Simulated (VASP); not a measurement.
Level of theory: PBE GGA, VASP's PBE PAW potentials (set 64) (plane waves; VASP).

The input files of a VASP run:

### INCAR
```
SYSTEM = Y2Al
PREC = Accurate
ENCUT = 300
EDIFF = 1E-6
NELM = 100
ALGO = Normal
LREAL = .FALSE.
LASPH = .TRUE.
ISMEAR = 0
SIGMA = 0.2
GGA = PE
LMAXMIX = 4
LWAVE = .FALSE.
LCHARG = .FALSE.
ISIF = 2
```

### KPOINTS
```
Regular mesh
0
Gamma
  5 5 5
```

File POSCAR:
```
Y2Al
1
    0.0000000000     4.7093480000     4.7093480000
    4.7093480000     0.0000000000     4.7093480000
    4.7093480000     4.7093480000     0.0000000000
Y Al
4 2
Direct
  0.1250000000   0.1250000000   0.1250000000
  0.6250000000   0.1250000000   0.1250000000
  0.1250000000   0.6250000000   0.1250000000
  0.1250000000   0.1250000000   0.6250000000
  0.7500000000   0.7500000000   0.7500000000
  0.5000000000   0.5000000000   0.5000000000
```

POTCAR, in this order: Y_sv Al (PBE.64 set). Program: vasp_std.

The run wrote:

OSZICAR:
```
       N       E                     dE             d eps       ncg     rms          rms(c)
DAV:   1     0.193413149722E+03    0.19341E+03   -0.18473E+04   664   0.102E+03
DAV:   2    -0.448958494775E+01   -0.19790E+03   -0.19219E+03   664   0.272E+02
DAV:   3    -0.291255540386E+02   -0.24636E+02   -0.23956E+02  1024   0.501E+01
DAV:   4    -0.312423569726E+02   -0.21168E+01   -0.20868E+01   938   0.165E+01
DAV:   5    -0.313260553498E+02   -0.83698E-01   -0.83031E-01   876   0.285E+00    0.403E+01
DAV:   6    -0.303463690091E+02    0.97969E+00   -0.18953E+00   666   0.589E+00    0.251E+01
DAV:   7    -0.301688046044E+02    0.17756E+00   -0.18027E+00   698   0.652E+00    0.365E+00
DAV:   8    -0.301572177343E+02    0.11587E-01   -0.29679E-01   854   0.227E+00    0.215E+00
DAV:   9    -0.301558210777E+02    0.13967E-02   -0.55833E-02   716   0.128E+00    0.386E-01
DAV:  10    -0.301550888798E+02    0.73220E-03   -0.82912E-03   722   0.375E-01    0.259E-01
DAV:  11    -0.301550662110E+02    0.22669E-04   -0.11178E-03   782   0.201E-01    0.972E-02
DAV:  12    -0.301550777202E+02   -0.11509E-04   -0.16029E-04   898   0.410E-02    0.300E-02
DAV:  13    -0.301550748692E+02    0.28510E-05   -0.19257E-05   750   0.178E-02    0.164E-02
DAV:  14    -0.301550741427E+02    0.72649E-06   -0.92754E-07   434   0.544E-03
   1 F= -.30155074E+02 E0= -.30084192E+02  d E =-.141764E+00
```

**OUTCAR**
```
------------------------ aborting loop because EDIFF is reached ----------------------------------------
  FORCE on cell =-STRESS in cart. coord.  units (eV):
  Direction    XX          YY          ZZ          XY          YZ          ZX
  --------------------------------------------------------------------------------------
  Total       -6.8789814     -6.8789814     -6.8789814      0.0000000      0.0000000      0.0000000
  in kB      -52.7621361    -52.7621361    -52.7621361      0.0000000      0.0000000      0.0000000
  external PRESSURE =     -52.7621361 kB  Pullay stress =       0.0000000 kB
  volume of cell :      208.89
      direct lattice vectors                 reciprocal lattice vectors
     0.000000000  4.709348000  4.709348000    -0.106171810  0.106171810  0.106171810
     4.709348000  0.000000000  4.709348000     0.106171810 -0.106171810  0.106171810
     4.709348000  4.709348000  0.000000000     0.106171810  0.106171810 -0.106171810
 POSITION                                       TOTAL-FORCE (eV/Angst)
 -----------------------------------------------------------------------------------
      1.17734      1.17734      1.17734        -0.000000     -0.000000      0.000000
      1.17734      3.53201      3.53201        -0.000000     -0.000000      0.000000
      3.53201      1.17734      3.53201        -0.000000     -0.000000      0.000000
      3.53201      3.53201      1.17734        -0.000000     -0.000000      0.000000
      7.06402      7.06402      7.06402         0.000000      0.000000      0.000000
      4.70935      4.70935      4.70935        -0.000000     -0.000000     -0.000000
 -----------------------------------------------------------------------------------
    total drift:                                0.000000     -0.000000      0.000000
  FREE ENERGIE OF THE ION-ELECTRON SYSTEM (eV)
  ---------------------------------------------------
  free  energy   TOTEN  =       -30.1550741427 eV

  energy  without entropy=      -30.0133102333  energy(sigma->0) =      -30.08419219
```
(Selected blocks of OUTCAR.)

At this cut-off the stress carries a Pulay error, which pulls relaxed volumes low.

The structure was generated: Y2Al was put into an ordered model structure, which need not be its known phase. The cell was not relaxed at this level.
